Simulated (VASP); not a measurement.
# Sn2C (P4_2/nmc) in VASP: further runs

One crystal, Sn2C, is run at these levels: PBE; tasks: relaxation of cell and atoms.

Program: VASP 6.6.1. These are calculated values, not measurements. Logs are shortened: lines on timing, memory, paths and dates and some standing lists are left out, and cuts for length are marked.

**1. Starting point**

The structure is tetragonal, space group P4_2/nmc (No. 137). The conventional cell has a = 3.503 Å, b = 3.503 Å, c = 10.290 Å, α = 90.00°, β = 90.00°, γ = 90.00°. Around Sn (site symmetry 2mm) lie 2 C at 2.21 Å. C (site symmetry -4m2) has 4 Sn at 2.21 Å as nearest neighbours.

The cell was built by a generator and needn't be a form met in nature.

**2. Relaxation of cell and atoms, PBE**

Input file INCAR:

```
SYSTEM = Sn2C
  ALGO = Normal
  EDIFF = 1E-6
  EDIFFG = -0.01
  ENCUT = 520
  GGA = PE
  IBRION = 2
  ISIF = 3
  ISMEAR = 0
  KPAR = 4
  LASPH = .TRUE.
  LCHARG = .FALSE.
  LREAL = .FALSE.
  LWAVE = .FALSE.
  NELM = 120
  NSW = 90
  PREC = Accurate
  SIGMA = 0.1
```

Input file KPOINTS:

```
k-points
0
G
  8 8 4
  0 0 0
```

Input file POSCAR:

```
Sn2C
1.0
    3.5030000000      0.0000000000      0.0000000000
    0.0000000000      3.5030000000      0.0000000000
    0.0000000000      0.0000000000     10.2900000000
Sn C
4 2
Direct
    0.5000000000      0.0000000000      0.8694849400
    0.0000000000      0.5000000000      0.1305150600
    0.5000000000      0.0000000000      0.3694849400
    0.0000000000      0.5000000000      0.6305150600
    0.0000000000      0.0000000000      0.0000000000
    0.5000000000      0.5000000000      0.5000000000
```

Potentials or basis: VASP PAW PBE potentials, release 64 (Sn_d, C).

Started as:

```bash
$ cat potpaw_PBE.64/Sn_d/POTCAR potpaw_PBE.64/C/POTCAR > POTCAR
$ mpirun -np 4 vasp_std > vasp.out
```

OUTCAR:

```text
SYSTEM = Sn2C
   EDIFF = 1E-6
   EDIFFG = -0.01
   ENCUT = 520
   GGA = PE
   IBRION = 2
   ISIF = 3
   ISMEAR = 0
   LASPH = .TRUE.
   LREAL = .FALSE.
   NELM = 120
   NSW = 90
   PREC = Accurate

 ion  position               nearest neighbor table
   1  0.500  0.000  0.869-   5 2.21   5 2.21   4 3.49   4 3.49   4 3.49   4 3.49   2 3.65   2 3.65
                             2 3.65   2 3.65
   2  0.000  0.500  0.131-   5 2.21   5 2.21   3 3.49   3 3.49   3 3.49   3 3.49   1 3.65   1 3.65
                             1 3.65   1 3.65
   3  0.500  0.000  0.369-   6 2.21   6 2.21   2 3.49   2 3.49   2 3.49   2 3.49   4 3.65   4 3.65
                             4 3.65   4 3.65
   4  0.000  0.500  0.631-   6 2.21   6 2.21   1 3.49   1 3.49   1 3.49   1 3.49   3 3.65   3 3.65
                             3 3.65   3 3.65
   5  0.000  0.000  0.000-   1 2.21   2 2.21   2 2.21   1 2.21
   6  0.500  0.500  0.500-   3 2.21   4 2.21   3 2.21   4 2.21

  LATTYP: Found a simple tetragonal cell.
 ALAT       =     3.5030000000
 C/A-ratio  =     2.9374821582

  Lattice vectors:

 A1 = (   3.5030000000,   0.0000000000,   0.0000000000)
 A2 = (   0.0000000000,   3.5030000000,   0.0000000000)
 A3 = (   0.0000000000,   0.0000000000,  10.2900000000)

Analysis of symmetry for initial positions (statically):
=====================================================================
 Subroutine PRICEL returns:
 Original cell was already a primitive cell.

 Routine SETGRP: Setting up the symmetry group for a
 simple tetragonal supercell.

 Subroutine GETGRP returns: Found 16 space group operations
 (whereof  8 operations were pure point group operations)
 out of a pool of 16 trial point group operations.

The static configuration has the point symmetry D_2d.
 The point group associated with its full space group is D_4h.

Analysis of symmetry for dynamics (positions and initial velocities):
=====================================================================
 Subroutine PRICEL returns:
 Original cell was already a primitive cell.

 Routine SETGRP: Setting up the symmetry group for a
 simple tetragonal supercell.

 Subroutine GETGRP returns: Found 16 space group operations
 (whereof  8 operations were pure point group operations)
 out of a pool of 16 trial point group operations.

The dynamic configuration has the point symmetry D_2d.
 The point group associated with its full space group is D_4h.

 Subroutine INISYM returns: Found 16 space group operations
 (whereof  8 operations are pure point group operations),
 and found     1 'primitive' translations

----------------------------------------------------------------------------------------

                                     Primitive cell

  volume of cell :     126.2687

  direct lattice vectors                    reciprocal lattice vectors
     3.503000000  0.000000000  0.000000000     0.285469597  0.000000000  0.000000000
     0.000000000  3.503000000  0.000000000     0.000000000  0.285469597  0.000000000
     0.000000000  0.000000000 10.290000000     0.000000000  0.000000000  0.097181730

  length of vectors
     3.503000000  3.503000000 10.290000000     0.285469597  0.285469597  0.097181730

  position of ions in fractional coordinates (direct lattice)
     0.500000000  0.000000000  0.869484940
     0.000000000  0.500000000  0.130515060
     0.500000000  0.000000000  0.369484940
     0.000000000  0.500000000  0.630515060
     0.000000000  0.000000000  0.000000000
     0.500000000  0.500000000  0.500000000

  ion indices of the primitive-cell ions
   primitive index   ion index
                 1           1
                 2           2
                 3           3
                 4           4
                 5           5
                 6           6

----------------------------------------------------------------------------------------

 KPOINTS: k-points

Automatic generation of k-mesh.
 Grid dimensions read from file:
 generate k-points for:    8    8    4

 Generating k-lattice:

  Cartesian coordinates                     Fractional coordinates (reciprocal lattice)
     0.035683700  0.000000000  0.000000000     0.125000000  0.000000000  0.000000000
     0.000000000  0.035683700  0.000000000     0.000000000  0.125000000  0.000000000
     0.000000000  0.000000000  0.024295432     0.000000000  0.000000000  0.250000000

  Length of vectors
     0.035683700  0.035683700  0.024295432

  Shift w.r.t. Gamma in fractional coordinates (k-lattice)
     0.000000000  0.000000000  0.000000000

 Subroutine IBZKPT returns following result:
 ===========================================

 Found     45 irreducible k-points:

 Following reciprocal coordinates:
            Coordinates               Weight
  0.000000  0.000000  0.000000      1.000000
  0.125000  0.000000  0.000000      4.000000
  0.250000  0.000000  0.000000      4.000000
  0.375000  0.000000  0.000000      4.000000
  0.500000  0.000000  0.000000      2.000000
  0.125000  0.125000  0.000000      4.000000
[... 16 lines left out ...]
  0.375000  0.125000  0.250000     16.000000
  0.500000  0.125000  0.250000      8.000000
 [... further k-points ...]
   k-points           NKPTS =     45   k-points in BZ     NKDIM =     45   number of bands    NBANDS=     38
   number of dos      NEDOS =    301   number of ions     NIONS =      6
   total plane-waves  NPLWV =  62720
   dimension x,y,z NGX =    28 NGY =   28 NGZ =   80
   dimension x,y,z NGXF=    56 NGYF=   56 NGZF=  160
   ions per type =               4   2
   NGX,Y,Z   is equivalent  to a cutoff of  13.29, 13.29, 12.92 a.u.
   NGXF,Y,Z  is equivalent  to a cutoff of  26.58, 26.58, 25.85 a.u.
 SYSTEM =  Sn2C
   PREC   = accura    normal or accurate (medium, high low for compatibility)
   ISTART =      0    job   : 0-new  1-cont  2-samecut
   ICHARG =      2    charge: 1-file 2-atom 10-const
   ISPIN  =      1    spin polarized calculation?
   LNONCOLLINEAR =      F non collinear calculations
   LSORBIT =      F    spin-orbit coupling
   LASPH  =      T    aspherical Exc in radial PAW
   ENCUT  =  520.0 eV  38.22 Ry    6.18 a.u.   6.51  6.51 19.13*2*pi/ulx,y,z
   NELM   =    120;   NELMIN=  2; NELMDL= -5     # of ELM steps
   EDIFF  = 0.1E-05   stopping-criterion for ELM
   LREAL  =      F    real-space projection
   EDIFFG = -.1E-01   stopping-criterion for IOM
   NSW    =     90    number of steps for IOM
   IBRION =      2    ionic relax: 0-MD 1-quasi-New 2-CG
   NFREE  =      1    steps in history (QN), initial steepest desc. (CG)
   ISIF   =      3    stress and relaxation
   ISYM   =      2    0-nonsym 1-usesym 2-fastsym
   POTIM  = 0.5000    time-step for ionic-motion
   TEBEG  =    0.0;   TEEND  =   0.0 temperature during run
   PSTRESS=    0.0 pullay stress
   NELECT =      64.0000    total number of electrons
   NUPDOWN=      -1.0000    fix difference up-down
   EMIN   =  10.00;   EMAX   =-10.00  energy-range for DOS
   EFERMI =   0.00;   METHOD = LEGACY
   ISMEAR =     0;   SIGMA  =   0.10  broadening in eV -4-tet -1-fermi 0-gaus
   EFERMI_NEDOS =   21; number of points for ismear=-14 and -15
   IALGO  =     38    algorithm
   IMIX   =      4    mixing-type and parameters
     AMIX     =   0.40;   BMIX     =  1.00
     AMIX_MAG =   1.60;   BMIX_MAG =  1.00
  volume/ion in A,a.u.               =      21.04       142.02
  Fermi-wavevector in a.u.,A,eV,Ry     =   1.305278  2.466617 23.180927  1.703750
  Thomas-Fermi vector in A             =   2.436158
   LORBIT       =      0    0 simple, 1 ext, 2 COOP (PROOUT), +10 PAW based schemes
   GGA     = PE    functional components
   LHFCALC =     F    Hartree Fock is set to
   AEXX    =    0.0000 exact exchange contribution
   IVDW    =     0    specifies the selected vdW correction
   LEPSILON=     F    determine dielectric tensor
   LRPA    =     F    only Hartree local field effects (RPA)
 conjugate gradient relaxation of ions
 non-spin polarized calculation
 Gauss-broadening in eV      SIGMA  =   0.10
  energy-cutoff  :      520.00
  volume of cell :      126.27
 maximum number of plane-waves:      3462
 NGX is ok and might be reduce to    28
   NGX = 13   NGY = 13   NGZ = 39

--------------------------------------- Ionic step        1  -------------------------------------------

 number of electron      64.0000013 magnetization

 Free energy of the ion-electron system (eV)
  ---------------------------------------------------
  ext. energy  EPLUGINS =         0.00000000
  ---------------------------------------------------
  free energy    TOTEN  =       -29.09099333 eV

  energy without entropy =      -29.08123146  energy(sigma->0) =      -29.08611240

------------------------ aborting loop because EDIFF is reached ----------------------------------------

  FORCE on cell =-STRESS in cart. coord.  units (eV):
  Direction    XX          YY          ZZ          XY          YZ          ZX
  --------------------------------------------------------------------------------------
  -------------------------------------------------------------------------------------
  Total        0.5281226      0.5281226     -0.4716654      0.0000000      0.0000000     -0.0000000
  in kB        6.7011554      6.7011554     -5.9847911      0.0000000      0.0000000     -0.0000000
  external PRESSURE =       2.4725066 kB  Pullay stress =       0.0000000 kB

 VOLUME and BASIS-vectors are now :
 -----------------------------------------------------------------------------
  energy-cutoff  :      520.00
  volume of cell :      126.27
      direct lattice vectors                 reciprocal lattice vectors
     3.503000000  0.000000000  0.000000000     0.285469597  0.000000000  0.000000000
     0.000000000  3.503000000  0.000000000     0.000000000  0.285469597  0.000000000
     0.000000000  0.000000000 10.290000000     0.000000000  0.000000000  0.097181730
[... 201 lines left out ...]
 POSITION                                       TOTAL-FORCE (eV/Angst)
 -----------------------------------------------------------------------------------
      1.75886      0.00000      8.77470         0.000000      0.000000     -0.023572
     -0.00000      1.75886      1.34237        -0.000000      0.000000      0.023572
      1.75886      0.00000      3.71616         0.000000      0.000000     -0.023572
     -0.00000      1.75886      6.40091        -0.000000     -0.000000      0.023572
      0.00000      3.51772      0.00000         0.000000      0.000000      0.000000
      1.75886      1.75886      5.05854         0.000000     -0.000000      0.000000
 -----------------------------------------------------------------------------------
    total drift:                                0.000000      0.000000     -0.000000

  FREE ENERGIE OF THE ION-ELECTRON SYSTEM (eV)
  ---------------------------------------------------
  free  energy   TOTEN  =       -29.1030536269 eV

  energy  without entropy=      -29.0922945880  energy(sigma->0) =      -29.09767411

--------------------------------------- Ionic step        7  -------------------------------------------

 number of electron      64.0000020 magnetization

 Free energy of the ion-electron system (eV)
  ---------------------------------------------------
  ext. energy  EPLUGINS =         0.00000000
  ---------------------------------------------------
  free energy    TOTEN  =       -29.10312529 eV

  energy without entropy =      -29.09263220  energy(sigma->0) =      -29.09787875

 E-fermi :   7.5156     XC(G=0): -10.3847

 val. band max:        7.4982910075   @ k =   0.5000   0.2500   0.5000
 cond. band min:       7.5195741308   @ k =   0.1250   0.0000   0.2500
 fundamental gap:      0.0212831233
 Fermi energy:         7.5155858513

 k-point     1 :       0.0000    0.0000    0.0000
  band No.  band energies     occupation
      1     -14.0062      2.00000
      2     -13.9685      2.00000
      3     -13.9652      2.00000
      4     -13.9259      2.00000
      5     -13.8596      2.00000
      6     -13.8596      2.00000
[... 973 lines left out ...]
     37      11.8097      0.00000
     38      11.8097      0.00000

 [... further k-points ...]
[... 5 lines left out ...]
  --------------------------------------------------------------------------------------
  -------------------------------------------------------------------------------------
  Total        0.0193065      0.0193065      0.0337376      0.0000000      0.0000000      0.0000000
  in kB        0.2475340      0.2475340      0.4325602      0.0000000      0.0000000      0.0000000
  external PRESSURE =       0.3092094 kB  Pullay stress =       0.0000000 kB

 VOLUME and BASIS-vectors are now :
 -----------------------------------------------------------------------------
  energy-cutoff  :      520.00
  volume of cell :      124.96
      direct lattice vectors                 reciprocal lattice vectors
     3.515071466  0.000000000  0.000000000     0.284489237  0.000000000  0.000000000
     0.000000000  3.515071466  0.000000000     0.000000000  0.284489237  0.000000000
    -0.000000000  0.000000000 10.113696965    -0.000000000  0.000000000  0.098875812

 POSITION                                       TOTAL-FORCE (eV/Angst)
 -----------------------------------------------------------------------------------
      1.75754      0.00000      8.76870        -0.000000      0.000000      0.004350
     -0.00000      1.75754      1.34500         0.000000      0.000000     -0.004350
      1.75754      0.00000      3.71185        -0.000000     -0.000000      0.004350
     -0.00000      1.75754      6.40185         0.000000     -0.000000     -0.004350
     -0.00000      0.00000     10.11370        -0.000000      0.000000     -0.000000
      1.75754      1.75754      5.05685         0.000000     -0.000000     -0.000000
 -----------------------------------------------------------------------------------
    total drift:                                0.000000      0.000000     -0.000000

  FREE ENERGIE OF THE ION-ELECTRON SYSTEM (eV)
  ---------------------------------------------------
  free  energy   TOTEN  =       -29.1031252940 eV

  energy  without entropy=      -29.0926321961  energy(sigma->0) =      -29.09787875

 reached required accuracy - stopping structural energy minimisation
```

It took 3.6 min on 4 MPI ranks of Intel Xeon Platinum 8488C (Sapphire Rapids), shared host; peak memory 0.35 GiB.

What came out:

```yaml
Free_energy: -29.1031 eV
Relaxed_volume: 20.83 Å³/atom
Relaxed_cell: a = 3.515 Å, b = 3.515 Å, c = 10.114 Å, α = 90.00°, β = 90.00°, γ = 90.00°
Space_group_after_relaxing_to_0.05_Å: P4_2/nmc (No. 137)
Energy_gained_by_relaxing: 2.0 meV/atom
Ionic_steps: 7
Pressure_after_relaxing: 0.0 GPa
Largest_force_after_relaxing: 0.004 eV/Å
Band_gap_on_the_k_mesh: none (metal or under the smearing width)
```

Forces on the atoms (eV/Å):
```
Sn   0.000  0.000  0.004
Sn   0.000  0.000 -0.004
Sn   0.000  0.000  0.004
Sn   0.000  0.000 -0.004
C    0.000  0.000  0.000
C    0.000  0.000  0.000
```

Step by step:
| step | energy change (eV) | largest force (eV/Å) | pressure (GPa) | volume (Å³) |
| --- | --- | --- | --- | --- |
| 1 | 0.0000 | 0.1269 | 0.25 | 126.27 |
| 2 | -0.0062 | 0.0589 | -0.32 | 126.86 |
| 3 | -0.0070 | 0.0278 | -0.59 | 127.13 |
| 4 | -0.0106 | 0.0667 | -0.13 | 125.98 |
| 5 | -0.0107 | 0.0767 | -0.03 | 125.65 |
| 6 | -0.0121 | 0.0236 | 0.03 | 125.19 |
| 7 | -0.0121 | 0.0043 | 0.03 | 124.96 |

Final structure:
```
CELL_PARAMETERS angstrom
3.51507 0.00000 0.00000
0.00000 3.51507 0.00000
0.00000 0.00000 10.11370
ATOMIC_POSITIONS crystal
Sn 0.50000 0.00000 0.86701
Sn 0.00000 0.50000 0.13299
Sn 0.50000 0.00000 0.36701
Sn 0.00000 0.50000 0.63299
C 0.00000 0.00000 0.00000
C 0.50000 0.50000 0.50000
```

**3. Relaxation of cell and atoms, PBE**

This run uses another cell than the first one, of 20.83 Å³/atom, 0.990 times its volume.

Changes to INCAR since step 2:

```diff
@@ -2,4 +2,4 @@
   ALGO = Normal
-  EDIFF = 1E-6
-  EDIFFG = -0.01
+  EDIFF = 1E-7
+  EDIFFG = -0.005
   ENCUT = 520
@@ -15,3 +15,4 @@
   NELM = 120
-  NSW = 90
+  NSW = 60
+  POTIM = 0.3
   PREC = Accurate
```

KPOINTS is that of step 2.

Input file POSCAR:

```
Sn2C                                    
1.0
    3.5150714664      0.0000000000      0.0000000000
    0.0000000000      3.5150714664      0.0000000000
   -0.0000000000      0.0000000000     10.1136969651
  Sn              C             
     4     2
Direct
     0.5000000000000000    0.0000000000000000    0.8670120700222892
     0.0000000000000000    0.5000000000000000    0.1329879299777108
     0.5000000000000000    0.0000000000000000    0.3670120700222891
     0.0000000000000000    0.5000000000000000    0.6329879299777108
     0.0000000000000000    0.0000000000000000    1.0000000000000000
     0.5000000000000000    0.5000000000000000    0.5000000000000000
```

Potentials or basis: VASP PAW PBE potentials, release 64 (Sn_d, C).

Started as:

```bash
$ cat potpaw_PBE.64/Sn_d/POTCAR potpaw_PBE.64/C/POTCAR > POTCAR
$ mpirun -np 4 vasp_std > vasp.out
```

Wall time 2.8 min (4 MPI ranks of Intel Xeon Platinum 8488C (Sapphire Rapids), shared host); peak memory 0.34 GiB.

Results (log left out):

```yaml
Free_energy: -29.1026 eV
Relaxed_volume: 20.86 Å³/atom
Relaxed_cell: a = 3.517 Å, b = 3.517 Å, c = 10.121 Å, α = 90.00°, β = 90.00°, γ = 90.00°
Space_group_after_relaxing_to_0.05_Å: P4_2/nmc (No. 137)
Energy_gained_by_relaxing: 0.0 meV/atom
Ionic_steps: 6
Pressure_after_relaxing: 0.0 GPa
Band_gap_on_the_k_mesh: none (metal or under the smearing width)
```

Final structure:
```
CELL_PARAMETERS angstrom
3.51657 0.00000 0.00000
0.00000 3.51657 0.00000
0.00000 0.00000 10.12055
ATOMIC_POSITIONS crystal
Sn 0.50000 0.00000 0.86712
Sn 0.00000 0.50000 0.13288
Sn 0.50000 0.00000 0.36712
Sn 0.00000 0.50000 0.63288
C 0.00000 0.00000 0.00000
C 0.50000 0.50000 0.50000
```

Levels at points of the mesh, in eV from the Fermi level:
```csv
k point,band 30,band 31,band 32,band 33,band 34,band 35
"(0.00, 0.00, 0.00)",-1.67,-1.05,1.41,2.19,3.06,3.06
"(0.50, 0.00, 0.00)",-2.54,-1.17,-1.17,1.77,1.77,3.77
"(0.50, 0.50, 0.00)",-2.49,-1.86,-1.86,-0.70,-0.70,-0.26
"(0.00, 0.00, 0.50)",-1.81,0.54,0.54,2.77,2.77,3.52
"(0.50, 0.00, 0.50)",-1.17,-0.79,-0.79,0.56,0.56,4.27
"(0.50, 0.50, 0.50)",-2.02,-1.35,-1.35,-1.35,-1.35,-0.96
```
